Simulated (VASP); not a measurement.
# Driving VASP from ASE on Ni

Do ASE scripts that read Ni from different structure formats give one answer, and do several routes find one equilibrium volume? All runs use LDA. Left out of this account: 1 further run (fields: a reference on another mesh). This is not the structure that Ni takes at ambient conditions. The start is a computed cell from the Materials Project.

Calculated with VASP 6.6.1; LDA, spin-polarised from a ferromagnetic start; plane waves and PAW (Ni).

Most raw output is cut from this account.

### 1. Starting point

Symmetry: P6_3/mmc, No. 194, hexagonal system. The conventional cell has a = 2.448 Å, b = 2.448 Å, c = 4.073 Å, α = 90.00°, β = 90.00°, γ = 120.00°. Nearest to Ni lie 12 Ni at 2.45 to 2.48 Å.

As a file:

```xyz
2
Lattice="2.4480 0.0000 0.0000 -1.2240 2.1201 0.0000 0.0000 0.0000 4.0728" Properties=species:S:1:pos:R:3 pbc="T T T"
Ni    0.0000    1.4134    1.0182
Ni    1.2240    0.7067    3.0546
```

### 2. Total energy, forces and stress (LDA, through ASE)

A single point through ASE, with the structure read from a POSCAR.

run.py reads:

```python
import numpy as np
from ase.calculators.vasp import Vasp
from ase.io import read
from ase.dft.bandgap import bandgap

atoms = read('structure.vasp')

calc = Vasp(
    xc='lda',
    pp='LDA',
    prec='Accurate',
    encut=400,
    ediff=1e-06,
    nelm=100,
    ismear=-1,
    sigma=0.05,
    lreal=False,
    algo='Normal',
    nbands=19,
    ispin=2,
    lasph=True,
    lmaxmix=4,
    lorbit=11,
    lwave=False,
    lcharg=False,
    kpar=2,
    isif=2,
    pp_version='64',
    setups={'Ni': ''},
    kpts=(18, 18, 10),
    gamma=True,
    txt='vasp.out',
    magmom=[1.0, 1.0],
)
atoms.calc = calc

print("energy (eV):", round(atoms.get_potential_energy(), 6))
print("Fermi level (eV):", round(calc.get_fermi_level(), 4))
print("forces (eV/A):")
print(np.round(atoms.get_forces(), 4))
print("stress (GPa, Voigt, tension positive):", np.round(atoms.get_stress() * 160.21766, 3))
print("magnetic moment (muB):", round(atoms.get_magnetic_moment(), 3))
gap, p1, p2 = bandgap(calc, direct=False)
print("gap on the mesh (eV):", round(gap, 4))
```

structure.vasp reads:

```
Ni
1.0
    2.4480228978      0.0000000000      0.0000000000
   -1.2240114489      2.1200500186      0.0000000000
    0.0000000000      0.0000000000      4.0728075700
Ni
2
Direct
    0.3333333300      0.6666666700      0.2500000000
    0.6666666700      0.3333333300      0.7500000000
```

Potentials, in the order of the species: Ni (LDA family, release 64).

Launch:

```
export ASE_VASP_COMMAND="mpirun -np 2 vasp_std"
python run.py
```

The job ended after 49 s (2 MPI ranks of Intel Xeon Platinum 8259CL at 2.50GHz (Skylake/Cascade Lake), shared host; peak memory 0.35 GiB).

The magnetic state follows from one typed start and may not be the lowest. At this level the cell is under a tension of 11.6 GPa, so at these settings it is away from equilibrium.

Numbers from this step:

```yaml
scf_cycles: 13
electrons: 20
bands: 19
irreducible_k_points: 222
symmetry_operations: 24
free_energy_toten: -13.09 eV
energy_at_zero_smearing: -13.07 eV
fermi_energy: 9.467 eV
pressure: -11.62 GPa
moment_of_the_cell_from_the_last_line_of_the_log: 1.183 μB
metallic: yes
```

Spin moment in the PAW sphere by atom:

```
atom  spin moment in the PAW sphere (μB)
 Ni1                               0.595
 Ni2                               0.595
```

The pressure is -11.62 GPa and the largest force 0.000 eV/Å, so the cell is not at a minimum at these settings.

### 3. Self-consistent run (LDA, through ASE)

The single point through ASE, with the structure read from a CIF with its space group. The mesh changes to 12×12×7, so this is no clean test of the format.

Edit run.py of step 2 so:

```diff
@@ -5,3 +5,3 @@
 
-atoms = read('structure.vasp')
+atoms = read('Ni.cif')
 
@@ -29,3 +29,3 @@
     setups={'Ni': ''},
-    kpts=(18, 18, 10),
+    kpts=(12, 12, 7),
     gamma=True,
```

Ni.cif reads:

```cif
data_Ni
_cell_length_a 2.44802290
_cell_length_b 2.44802290
_cell_length_c 4.07280757
_cell_angle_alpha 90.00000000
_cell_angle_beta 90.00000000
_cell_angle_gamma 120.00000000
_space_group_name_H-M_alt 'P6_3/mmc'
_space_group_name_Hall '-P 6c 2c'
_space_group_IT_number 194
loop_
_space_group_symop_operation_xyz
'x,y,z'
'-x,-y,-z'
'x-y,x,z+1/2'
'-x+y,-x,-z+1/2'
'-y,x-y,z'
'y,-x+y,-z'
'-x,-y,z+1/2'
'x,y,-z+1/2'
'-x+y,-x,z'
'x-y,x,-z'
'y,-x+y,z+1/2'
'-y,x-y,-z+1/2'
'-y,-x,-z+1/2'
'y,x,z+1/2'
'-x,-x+y,-z'
'x,x-y,z'
'-x+y,y,-z+1/2'
'x-y,-y,z+1/2'
'y,x,-z'
'-y,-x,z'
'x,x-y,-z+1/2'
'-x,-x+y,z+1/2'
'x-y,-y,-z'
'-x+y,y,z'
loop_
_atom_site_label
_atom_site_type_symbol
_atom_site_symmetry_multiplicity
_atom_site_Wyckoff_symbol
_atom_site_fract_x
_atom_site_fract_y
_atom_site_fract_z
_atom_site_occupancy
Ni1 Ni 2 c 0.3333333333 0.6666666667 0.2500000000 1
```

Wall time 19 s (2 MPI ranks); peak memory 0.26 GiB; 30 s of CPU time.

At this level the cell is under a tension of 11.5 GPa, so at these settings it is away from equilibrium.

Numbers from this step:

| Item | Value |
| --- | --- |
| SCF cycles | 14 |
| irreducible k-points | 76 |
| free energy (TOTEN) | -13.08 eV |
| Fermi energy | 9.465 eV |
| pressure | -11.54 GPa |
| moment of the cell, from the last line of the log | 1.166 μB |

The energy lies +3.56 meV an atom from the first script, on another mesh.

### 4. Relaxing cell and atoms (LDA, through ASE)

Properties are meant for the cell that this level of theory prefers, so cell and atoms are relaxed first (ISIF = 3) until forces and stress are small; EDIFFG sets the threshold.

Edit run.py of step 3 so:

```diff
@@ -3,3 +3,2 @@
 from ase.io import read
-from ase.dft.bandgap import bandgap
 
@@ -26,6 +25,9 @@
     kpar=2,
-    isif=2,
+    ibrion=2,
+    nsw=60,
+    isif=3,
+    ediffg=-0.01,
     pp_version='64',
     setups={'Ni': ''},
-    kpts=(12, 12, 7),
+    kpts=(18, 18, 10),
     gamma=True,
@@ -42,3 +44,5 @@
 print("magnetic moment (muB):", round(atoms.get_magnetic_moment(), 3))
-gap, p1, p2 = bandgap(calc, direct=False)
-print("gap on the mesh (eV):", round(gap, 4))
+print("cell (A, degrees):", np.round(atoms.cell.cellpar(), 4))
+print("volume (A^3):", round(atoms.get_volume(), 4))
+print("positions:")
+print(np.round(atoms.get_scaled_positions(), 5))
```

Ni.cif reads:

```cif
data_Ni
_cell_length_a 2.44802290
_cell_length_b 2.44802290
_cell_length_c 4.07280757
_cell_angle_alpha 90.00000000
_cell_angle_beta 90.00000000
_cell_angle_gamma 120.00000000
_space_group_name_H-M_alt 'P1'
_space_group_name_Hall 'P 1'
_space_group_IT_number 1
loop_
_space_group_symop_operation_xyz
'x,y,z'
loop_
_atom_site_label
_atom_site_type_symbol
_atom_site_symmetry_multiplicity
_atom_site_Wyckoff_symbol
_atom_site_fract_x
_atom_site_fract_y
_atom_site_fract_z
_atom_site_occupancy
Ni1 Ni 1 a 0.3333333300 0.6666666700 0.2500000000 1
Ni2 Ni 1 a 0.6666666700 0.3333333300 0.7500000000 1
```

The job ended after 3.1 min (2 MPI ranks; peak memory 0.36 GiB).

The run keeps the 24 symmetry operations of its start, so it cannot find a distortion of lower symmetry.

Relaxation path:

```
step  energy less that of the first step (eV)  largest force (eV/Å)  pressure (GPa)  volume (Å³)
   1                                   0.0000                0.0000          -11.62        21.14
   2                                   0.0219                0.0000           18.20        18.88
   3                                  -0.0412                0.0000           -0.08        20.08
   4                                  -0.0412                0.0000            0.20        20.06
   5                                  -0.0419                0.0000            0.08        20.06
   6                                  -0.0419                0.0000            0.11        20.06
   7                                  -0.0420                0.0000            0.08        20.06
```

```
conventional cell, symmetrised  before  after  change
                         a (Å)   2.448  2.416  -1.3 %
                         b (Å)   2.448  2.416  -1.3 %
                         c (Å)   4.073  3.969  -2.6 %
              volume (Å³/atom)   10.57  10.03  -5.1 %
```

Final coordinates:

```xyz
2
Lattice="2.4161 0.0000 0.0000 -1.2080 2.0924 0.0000 0.0000 0.0000 3.9688" Properties=species:S:1:pos:R:3 pbc="T T T"
Ni    0.0000    1.3949    0.9922
Ni    1.2080    0.6975    2.9766
```

Numbers from this step:

- irreducible k-points: 222
- free energy (TOTEN): -13.13 eV
- energy at zero smearing: -13.12 eV
- Fermi energy: 10.26 eV
- pressure: 0.07879 GPa
- moment of the cell, from the last line of the log: 1.160 μB
- SCF cycles over all ionic steps: 57

It ends with forces that vanish by symmetry and a pressure of 0.08 GPa.

### 5. Equation of state by an ASE loop (LDA)

An ASE loop scales the volume and fits the energies, which gives the bulk modulus from energies alone.

run.py reads:

```python
import numpy as np
from ase.calculators.vasp import Vasp
from ase.io import read
from ase.eos import EquationOfState
from ase.units import GPa

atoms = read('structure.vasp')

calc = Vasp(
    xc='lda',
    pp='LDA',
    prec='Accurate',
    encut=400,
    ediff=1e-06,
    nelm=100,
    ismear=-1,
    sigma=0.05,
    lreal=False,
    algo='Normal',
    nbands=19,
    ispin=2,
    lasph=True,
    lmaxmix=4,
    lorbit=11,
    lwave=False,
    lcharg=False,
    kpar=2,
    isif=2,
    pp_version='64',
    setups={'Ni': ''},
    kpts=(18, 18, 10),
    gamma=True,
    txt='vasp.out',
    magmom=[1.0, 1.0],
)
atoms.calc = calc

cell, volumes, energies = atoms.get_cell(), [], []
for x in [0.94, 0.96, 0.98, 1.0, 1.02, 1.04, 1.06]:
    atoms.set_cell(cell * x ** (1 / 3), scale_atoms=True)
    volumes.append(atoms.get_volume())
    energies.append(atoms.get_potential_energy())
    print(f"{x:.2f}  V = {volumes[-1]:.4f} A^3  E = {energies[-1]:.6f} eV")
v0, e0, b0 = EquationOfState(volumes, energies, eos="birchmurnaghan").fit()
print(f"V0 = {v0:.4f} A^3  E0 = {e0:.6f} eV  B0 = {b0 / GPa:.2f} GPa")
```

structure.vasp is that of step 2.

Elapsed: 4.6 min, on 2 MPI ranks; peak memory 0.36 GiB.

This step gave:

```
bulk modulus                  : 250.9 GPa
equilibrium volume of the fit : 10.05 Å³/atom
```

The fitted volume lies +0.22 % from the relaxed one.

### 6. BFGS in ASE (LDA)

Here ASE drives the relaxation and calls VASP for forces and stress at each step.

run.py reads:

```python
import numpy as np
from ase.calculators.vasp import Vasp
from ase import Atoms
from ase.optimize import BFGS
from ase.filters import FrechetCellFilter

atoms = Atoms(['Ni', 'Ni'],
              cell=[[2.4480229, 0.0, 0.0], [-1.22401145, 2.12005002, 0.0], [0.0, 0.0, 4.07280757]],
              scaled_positions=[[0.33333333, 0.66666667, 0.25], [0.66666667, 0.33333333, 0.75]],
              pbc=True)

calc = Vasp(
    xc='lda',
    pp='LDA',
    prec='Accurate',
    encut=400,
    ediff=1e-06,
    nelm=100,
    ismear=-1,
    sigma=0.05,
    lreal=False,
    algo='Normal',
    nbands=19,
    ispin=2,
    lasph=True,
    lmaxmix=4,
    lorbit=11,
    lwave=False,
    lcharg=False,
    kpar=2,
    isif=2,
    pp_version='64',
    setups={'Ni': ''},
    kpts=(18, 18, 10),
    gamma=True,
    txt='vasp.out',
    magmom=[1.0, 1.0],
)
atoms.calc = calc

BFGS(FrechetCellFilter(atoms)).run(fmax=0.02, steps=30)
print("cell (A, degrees):", np.round(atoms.cell.cellpar(), 4))
print("volume (A^3):", round(atoms.get_volume(), 4))
print("energy (eV):", round(atoms.get_potential_energy(), 6))
print("Fermi level (eV):", round(calc.get_fermi_level(), 4))
print("forces (eV/A):")
print(np.round(atoms.get_forces(), 4))
print("stress (GPa, Voigt, tension positive):", np.round(atoms.get_stress() * 160.21766, 3))
print("magnetic moment (muB):", round(atoms.get_magnetic_moment(), 3))
```

Wall time 4.5 min (2 MPI ranks); peak memory 0.35 GiB.

This step gave:

* optimizer steps: 6
* volume after bfgs: 10.03 Å³/atom

### 7. Side by side

```
                                                run  atoms      mesh  energy (eV/atom)  pressure (GPa)
                  ASE, structure read from a POSCAR      2  18×18×10          -6.53672         -11.621
ASE, structure read from a CIF with its space group      2   12×12×7          -6.53316         -11.542
```

### 8. Self-consistent run (LDA, through ASE), changed input

This run is made with a changed input; what comes of it follows.

Edit run.py of step 6 so:

```diff
@@ -3,4 +3,3 @@
 from ase import Atoms
-from ase.optimize import BFGS
-from ase.filters import FrechetCellFilter
+from ase.dft.bandgap import bandgap
 
@@ -17,3 +16,3 @@
     ediff=1e-06,
-    nelm=100,
+    nelm=61,
     ismear=-1,
@@ -31,2 +30,3 @@
     isif=2,
+    icharg=12,
     pp_version='64',
@@ -40,5 +40,2 @@
 
-BFGS(FrechetCellFilter(atoms)).run(fmax=0.02, steps=30)
-print("cell (A, degrees):", np.round(atoms.cell.cellpar(), 4))
-print("volume (A^3):", round(atoms.get_volume(), 4))
 print("energy (eV):", round(atoms.get_potential_energy(), 6))
@@ -49 +46,3 @@
 print("magnetic moment (muB):", round(atoms.get_magnetic_moment(), 3))
+gap, p1, p2 = bandgap(calc, direct=False)
+print("gap on the mesh (eV):", round(gap, 4))
```

Wall time 22 s (2 MPI ranks); peak memory 0.34 GiB; 37 s of CPU time.

The run converged, but on settings that are not sound, so its numbers are not to be trusted.

Settings moved from the usual: NELM = 61 and ICHARG = 12.

ICHARG = 12 holds the density at that of overlapping atoms, so the orbitals converge and the density never does.

### 9. Results

```
energy, ASE, structure read from a POSCAR                   : -6.53672 eV/atom
energy, ASE, structure read from a CIF with its space group : -6.53316 eV/atom
volume from VASP's own relaxation                           : 10.03 Å³/atom
volume from the fit of the ASE volume loop                  : 10.05 Å³/atom
volume from BFGS in ASE                                     : 10.03 Å³/atom
```

What this shows: With the structure read from a CIF with its space group, ASE's run differs from the first script by +3.6 meV an atom, which comes from its other mesh. The routes to the equilibrium volume agree within 0.22 %. VASP's relaxation keeps the plane waves of its start, while ASE starts VASP afresh at each cell, and a loop at fixed shape can't relax anything but the volume. Only the typed magnetic starts were tried, so the magnetic ground state may differ and with it the other results.

[Lines on the potential files, build, host, timing and source positions are cut from VASP's logs without a mark.]

[Logs are printed without paths, hosts, clocks, repeated set-up lines and the standing remarks that a program may print on its own settings, such as how far it seeks lower states.]

[Hosts, paths, dates, database ids (printed as entryN), source tags and the programs' standing remarks are cut or masked in the printed files.]

[A measured line is paired with the nearest computed mode of its activity, which favours agreement.]
